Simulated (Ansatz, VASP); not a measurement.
# SiC: VASP beside Ansatz

Aim: how closely do two programs agree when they are given the same cell, functional and k mesh? The cell is taken from a series of runs on this material, whose earlier steps may have relaxed, scaled, displaced or heated it; both programs get it as it stands.

Main program and level: Ansatz 0.2.0; plane waves, with VASP 6.6.1 beside it; zone-centre phonons at LDA.

### Step 1. Starting point

Symmetry: P6_3mc, No. 186, hexagonal system. The conventional cell has a = 3.062 Å, b = 3.062 Å, c = 9.912 Å, α = 90.00°, β = 90.00°, γ = 120.00°. Nearest to C lie 4 Si at 1.87 Å. Nearest to C lie 4 Si at 1.86 to 1.87 Å. Si has 4 C at 1.87 Å nearest. Nearest to Si lie 4 C at 1.86 to 1.87 Å. Farther neighbours are not listed.

### Step 2. VASP: zone-centre phonons, LDA

Second derivatives magnify differences that forces hide, and they need a tight electronic threshold.

Lines of VASP's logs that name or quote its potential files are left out, and so is its time.

INCAR

```
SYSTEM = SiC
PREC = Accurate
ENCUT = 600
EDIFF = 1E-08
NELM = 120
ISMEAR = 0
SIGMA = 0.01
LREAL = .FALSE.
ALGO = Normal
GGA = CA
NBANDS = 24
LORBIT = 11
LWAVE = .FALSE.
LCHARG = .FALSE.
ISIF = 2
IBRION = 8
LEPSILON = .TRUE.
LASPH = .TRUE.
GGA_COMPAT = .FALSE.
EFERMI = MIDGAP
KPAR = 2
```

POSCAR

```
SiC
1.0
    3.0615891815      0.0000000000      0.0000000000
   -1.5307945907      2.6514140071      0.0000000000
    0.0000000000      0.0000000000      9.9120672324
C Si
4 4
Direct
    0.6666666660      0.3333333340      0.7494730826
    0.3333333340      0.6666666660      0.2494730826
    0.9999999989      0.0000000011      0.5001523779
    0.0000000011      0.9999999989      0.0001523779
    0.6666666679      0.3333333321      0.9381266603
    0.3333333321      0.6666666679      0.4381266603
    0.9999999990      0.0000000010      0.6882468791
    0.0000000010      0.9999999990      0.1882468791
```

KPOINTS

```
Automatic mesh
0
Gamma
9 9 4
0 0 0
```

Potentials, in the order of the species: C and Si (LDA family, release 64).

The run is started by

```
$ mpirun -np 2 vasp_std
```

Numbers of over 12 decimals in the logs are rounded to 6 here.

What it wrote:

```text
[banner, memory and clock lines left out]
running    2 mpi-ranks, on    1 nodes
 distrk:  each k-point on    1 cores,    2 groups
 distr:  one band on    1 cores,    1 groups

 POSCAR found type information on POSCAR C Si
 POSCAR found :  2 types and       8 ions
 LDA part: xc-table for (Slater(with rela. corr.)+CA(PZ))
 , standard interpolation
 POSCAR, INCAR and KPOINTS ok, starting setup
 FFT: planning ... GRIDC
 FFT: planning ... GRID_SOFT
 FFT: planning ... GRID
 WAVECAR not read
 entering main loop
       N       E                     dE             d eps       ncg     rms          rms(c)
DAV:   1     0.819776295698E+02    0.81978E+02   -0.16185E+04  1728   0.136E+03
DAV:   2    -0.674863273742E+02   -0.14946E+03   -0.13629E+03  2360   0.212E+02
DAV:   3    -0.749493659012E+02   -0.74630E+01   -0.74045E+01  2296   0.460E+01
DAV:   4    -0.750593588023E+02   -0.10999E+00   -0.10989E+00  2216   0.655E+00
DAV:   5    -0.750616320784E+02   -0.22733E-02   -0.22725E-02  2264   0.883E-01    0.187E+01
DAV:   6    -0.669336554262E+02    0.81280E+01   -0.23969E+01  2216   0.221E+01    0.862E+00
DAV:   7    -0.666543137594E+02    0.27934E+00   -0.22878E+00  2368   0.712E+00    0.340E+00
DAV:   8    -0.665831008971E+02    0.71213E-01   -0.14245E-01  2088   0.186E+00    0.111E+00
DAV:   9    -0.665721270276E+02    0.10974E-01   -0.19627E-02  2264   0.755E-01    0.160E-01
DAV:  10    -0.665722199173E+02   -0.92890E-04   -0.94699E-04  2144   0.176E-01    0.851E-02
DAV:  11    -0.665722294012E+02   -0.94838E-05   -0.31881E-05  2288   0.382E-02    0.223E-02
DAV:  12    -0.665722248012E+02    0.46000E-05   -0.87095E-06  2136   0.145E-02    0.917E-03
DAV:  13    -0.665722242733E+02    0.52789E-06   -0.20450E-06  2272   0.642E-03    0.145E-03
DAV:  14    -0.665722242814E+02   -0.81554E-08   -0.69058E-08  2200   0.168E-03
   1 F= -.66572224E+02 E0= -.66572224E+02  d E =0.000000E+00
 Linear response reoptimize wavefunctions to high precision
DAV:   1    -0.665722242834E+02   -0.19245E-08   -0.23179E-09  1696   0.275E-04
DAV:   2    -0.665722242834E+02   -0.36380E-10   -0.32135E-10  1488   0.113E-04
 Linear response G [H, r] |phi>, progress :
  Direction:   1
       N       E                     dE             d eps       ncg     rms
RMM:   1    -0.151131843565E+03   -0.15113E+03    0.16800E+01  4497   0.748E+01
RMM:   2    -0.102797198223E+03    0.48335E+02   -0.15362E+01  2978   0.223E+01
RMM:   3    -0.102972489870E+03   -0.17529E+00   -0.26759E-01  3129   0.302E+00
RMM:   4    -0.102979798805E+03   -0.73089E-02   -0.92077E-03  3294   0.524E-01
RMM:   5    -0.102980127542E+03   -0.32874E-03   -0.11930E-03  3275   0.111E-01
RMM:   6    -0.102980151598E+03   -0.24056E-04   -0.70865E-04  3357   0.291E-02
RMM:   7    -0.102980150008E+03    0.15904E-05   -0.64304E-04  3292   0.104E-02
RMM:   8    -0.102980155983E+03   -0.59748E-05   -0.72544E-04  3364   0.607E-03
RMM:   9    -0.102980152230E+03    0.37525E-05   -0.79840E-04  3368   0.500E-03
RMM:  10    -0.102980142993E+03    0.92371E-05   -0.66212E-04  3011   0.469E-03
RMM:  11    -0.102980156007E+03   -0.13014E-04   -0.58069E-04  2869   0.458E-03
RMM:  12    -0.102980154356E+03    0.16507E-05   -0.84828E-04  2817   0.454E-03
RMM:  13    -0.102980143122E+03    0.11234E-04   -0.74380E-04  2749   0.452E-03
 Linear response G [H, r] |phi>, progress :
  Direction:   2
       N       E                     dE             d eps       ncg     rms
RMM:   1    -0.173064961443E+03   -0.17306E+03   -0.31544E+02  4394   0.714E+01
RMM:   2    -0.129756999203E+03    0.43308E+02   -0.12216E+01  2961   0.202E+01
RMM:   3    -0.129879694554E+03   -0.12270E+00   -0.20615E-01  3082   0.255E+00
RMM:   4    -0.129882404426E+03   -0.27099E-02   -0.72802E-03  3275   0.409E-01
RMM:   5    -0.129882403668E+03    0.75771E-06   -0.10142E-03  3259   0.780E-02
RMM:   6    -0.129882366622E+03    0.37046E-04   -0.38020E-04  3316   0.194E-02
RMM:   7    -0.129882357184E+03    0.94377E-05   -0.27740E-04  3282   0.782E-03
RMM:   8    -0.129882357539E+03   -0.35506E-06   -0.32575E-04  3334   0.563E-03
RMM:   9    -0.129882360119E+03   -0.25793E-05   -0.12784E-04  3320   0.521E-03
RMM:  10    -0.129882357609E+03    0.25101E-05   -0.66777E-05  2893   0.510E-03
RMM:  11    -0.129882357718E+03   -0.10952E-06   -0.24840E-04  2773   0.507E-03
RMM:  12    -0.129882362573E+03   -0.48550E-05   -0.30269E-04  2734   0.505E-03
 Linear response G [H, r] |phi>, progress :
  Direction:   3
       N       E                     dE             d eps       ncg     rms
RMM:   1    -0.190974156792E+03   -0.19097E+03   -0.30920E+02  4516   0.752E+01
RMM:   2    -0.116249462341E+03    0.74725E+02   -0.18154E+01  2952   0.227E+01
RMM:   3    -0.116306352644E+03   -0.56890E-01   -0.44723E-01  3068   0.295E+00
RMM:   4    -0.116296619050E+03    0.97336E-02   -0.29125E-02  3252   0.479E-01
RMM:   5    -0.116295103315E+03    0.15157E-02   -0.45828E-03  3250   0.962E-02
RMM:   6    -0.116294791459E+03    0.31186E-03   -0.92609E-04  3308   0.240E-02
[...]
RMM:   3    -0.124187262477E+00    0.35180E-04   -0.13806E-03 12494   0.173E-01    0.107E-01
RMM:   4    -0.125252865288E+00   -0.10656E-02   -0.12176E-03 12831   0.148E-01    0.190E-02
RMM:   5    -0.125142523119E+00    0.11034E-03   -0.18074E-05 13888   0.263E-02    0.413E-03
[...]
RMM:   2    -0.151942282860E-01    0.33988E-02   -0.11807E-03 12923   0.216E-01    0.134E-01
RMM:   3    -0.150999125357E-01    0.94316E-04    0.17384E-04 13585   0.549E-02    0.773E-02
RMM:   4    -0.151728652795E-01   -0.72953E-04    0.18936E-04 13163   0.509E-02    0.814E-03
RMM:   5    -0.151772832995E-01   -0.44180E-05   -0.20739E-05 13976   0.109E-02    0.227E-03
RMM:   6    -0.151755849648E-01    0.16983E-05    0.14206E-05 14327   0.161E-03    0.880E-04
RMM:   7    -0.151750919589E-01    0.49301E-06    0.19000E-06 14338   0.461E-04    0.128E-04
RMM:   8    -0.151749422355E-01    0.14972E-06    0.70380E-07 14539   0.158E-04    0.264E-05
RMM:   9    -0.151749815308E-01   -0.39295E-07    0.60157E-07 14611   0.680E-05    0.516E-06
RMM:  10    -0.151749933000E-01   -0.11769E-07    0.49569E-07 15044   0.430E-05    0.228E-06
RMM:  11    -0.151749930688E-01    0.23123E-09    0.59833E-07 14733   0.375E-05    0.711E-07
RMM:  12    -0.151749916118E-01    0.14570E-08    0.53277E-07 13635   0.357E-05    0.168E-07
RMM:  13    -0.151749910239E-01    0.58786E-09    0.54692E-07 12512   0.353E-05    0.664E-08
 first order change of Fermi-energy  -0.58827E-05
 force on displaced ion       5 direction 1 : -20.545  -0.001   0.000
 Born effective charge ion    5 direction 1 :   2.695  -0.000   0.000
 Linear response progress:
  Degree of freedom:   6/  8
       N       E                     dE             d eps       ncg     rms          rms(c)
RMM:   1    -0.461512176022E-01   -0.46151E-01    0.44450E-02  5702   0.125E+00
RMM:   2    -0.362637648590E-01    0.98875E-02   -0.37808E-03  3428   0.388E-01    0.162E-01
RMM:   3    -0.356101891912E-01    0.65358E-03   -0.55094E-04  3711   0.118E-01    0.915E-02
RMM:   4    -0.353521947208E-01    0.25799E-03   -0.22313E-05  3838   0.830E-02    0.286E-02
RMM:   5    -0.353708593805E-01   -0.18665E-04    0.14167E-04  3826   0.274E-02    0.668E-03
RMM:   6    -0.353987749486E-01   -0.27916E-04    0.32608E-05  3685   0.966E-03    0.277E-03
RMM:   7    -0.354020111683E-01   -0.32362E-05    0.14569E-05  3753   0.319E-03    0.869E-04
RMM:   8    -0.354043195083E-01   -0.23083E-05    0.71432E-06  3820   0.108E-03    0.317E-04
RMM:   9    -0.354040947485E-01    0.22476E-06    0.90344E-06  3862   0.298E-04    0.154E-04
RMM:  10    -0.354040053673E-01    0.89381E-07    0.10164E-05  3842   0.208E-04    0.249E-05
RMM:  11    -0.354044057587E-01   -0.40039E-06    0.69016E-06  3866   0.892E-05    0.874E-06
RMM:  12    -0.354047550159E-01   -0.34926E-06    0.27639E-06  3927   0.493E-05    0.571E-06
RMM:  13    -0.354048916133E-01   -0.13660E-06    0.17411E-06  4041   0.436E-05    0.892E-07
RMM:  14    -0.354048837735E-01    0.78399E-08    0.20783E-06  3869   0.407E-05    0.442E-07
RMM:  15    -0.354049153598E-01   -0.31586E-07    0.17112E-06  3296   0.399E-05    0.252E-07
RMM:  16    -0.354049106380E-01    0.47218E-08    0.17350E-06  3168   0.398E-05    0.423E-08
 first order change of Fermi-energy   0.64183E+00
 force on displaced ion       5 direction 3 :   0.000   0.000 -32.010
 Born effective charge ion    5 direction 3 :   0.000   0.000   2.643
 Linear response progress:
  Degree of freedom:   7/  8
       N       E                     dE             d eps       ncg     rms          rms(c)
RMM:   1    -0.187524492116E-01   -0.18752E-01   -0.39284E-03 19052   0.813E-01
RMM:   2    -0.153324757613E-01    0.34200E-02   -0.19159E-03 12939   0.218E-01    0.134E-01
RMM:   3    -0.152321321115E-01    0.10034E-03   -0.43257E-04 13582   0.553E-02    0.772E-02
RMM:   4    -0.153060254249E-01   -0.73893E-04   -0.41393E-04 13215   0.511E-02    0.809E-03
RMM:   5    -0.152459094720E-01    0.60116E-04    0.22046E-05 13994   0.110E-02    0.230E-03
RMM:   6    -0.152492470976E-01   -0.33376E-05    0.57625E-06 14322   0.164E-03    0.871E-04
RMM:   7    -0.152489975133E-01    0.24958E-06   -0.73144E-07 14299   0.471E-04    0.143E-04
RMM:   8    -0.152485896882E-01    0.40783E-06    0.45353E-07 14576   0.166E-04    0.276E-05
RMM:   9    -0.152486984124E-01   -0.10872E-06   -0.24659E-07 14580   0.718E-05    0.503E-06
RMM:  10    -0.152486989059E-01   -0.49348E-09   -0.23862E-07 15071   0.464E-05    0.246E-06
RMM:  11    -0.152486998910E-01   -0.98505E-09   -0.27892E-07 14766   0.409E-05    0.709E-07
RMM:  12    -0.152486961824E-01    0.37085E-08   -0.24615E-07 13678   0.389E-05    0.168E-07
RMM:  13    -0.152486976145E-01   -0.14320E-08   -0.26248E-07 12345   0.385E-05    0.681E-08
 first order change of Fermi-energy   0.76203E-06
 force on displaced ion       7 direction 1 : -20.788  -0.001   0.000
 Born effective charge ion    7 direction 1 :   2.704  -0.000  -0.000
 Linear response progress:
  Degree of freedom:   8/  8
       N       E                     dE             d eps       ncg     rms          rms(c)
RMM:   1    -0.481562246114E-01   -0.48156E-01    0.26605E-02  5730   0.125E+00
RMM:   2    -0.364564909558E-01    0.11700E-01   -0.62776E-03  3445   0.394E-01    0.163E-01
RMM:   3    -0.357056040325E-01    0.75089E-03   -0.23799E-03  3725   0.122E-01    0.921E-02
RMM:   4    -0.355027935044E-01    0.20281E-03   -0.25277E-03  3831   0.841E-02    0.295E-02
RMM:   5    -0.353932155479E-01    0.10958E-03   -0.10663E-03  3839   0.284E-02    0.711E-03
RMM:   6    -0.353250731175E-01    0.68142E-04   -0.19895E-04  3699   0.101E-02    0.292E-03
RMM:   7    -0.353091110783E-01    0.15962E-04   -0.25592E-05  3762   0.347E-03    0.930E-04
RMM:   8    -0.353107375285E-01   -0.16265E-05   -0.20373E-05  3809   0.116E-03    0.370E-04
RMM:   9    -0.353108889471E-01   -0.15142E-06   -0.22385E-05  3856   0.353E-04    0.169E-04
RMM:  10    -0.353106557357E-01    0.23321E-06   -0.18302E-05  3857   0.243E-04    0.290E-05
RMM:  11    -0.353105243271E-01    0.13141E-06   -0.15344E-05  3850   0.113E-04    0.932E-06
RMM:  12    -0.353102722944E-01    0.25203E-06   -0.13684E-05  3943   0.679E-05    0.535E-06
RMM:  13    -0.353100092031E-01    0.26309E-06   -0.11201E-05  3979   0.601E-05    0.106E-06
RMM:  14    -0.353100143870E-01   -0.51839E-08   -0.11391E-05  3991   0.580E-05    0.465E-07
RMM:  15    -0.353099962501E-01    0.18137E-07   -0.11072E-05  3361   0.570E-05    0.251E-07
RMM:  16    -0.353099741440E-01    0.22106E-07   -0.11002E-05  3222   0.569E-05    0.385E-08
 first order change of Fermi-energy   0.85817E+00
 force on displaced ion       7 direction 3 :  -0.000   0.000 -32.122
 Born effective charge ion    7 direction 3 :  -0.000   0.000   2.954
 Born effective charges drift removed
 Linear response finished
```

(Continued in part 2 of 3.)

[Lines on the potential files, build, host, timing and source positions are cut from VASP's logs without a mark.]

[Logs are printed without paths, hosts, clocks, repeated set-up lines and the standing remarks that a program may print on its own settings, such as how far it seeks lower states.]

[Hosts, paths, dates, database ids (printed as entryN), source tags and the programs' standing remarks are cut or masked in the printed files.]
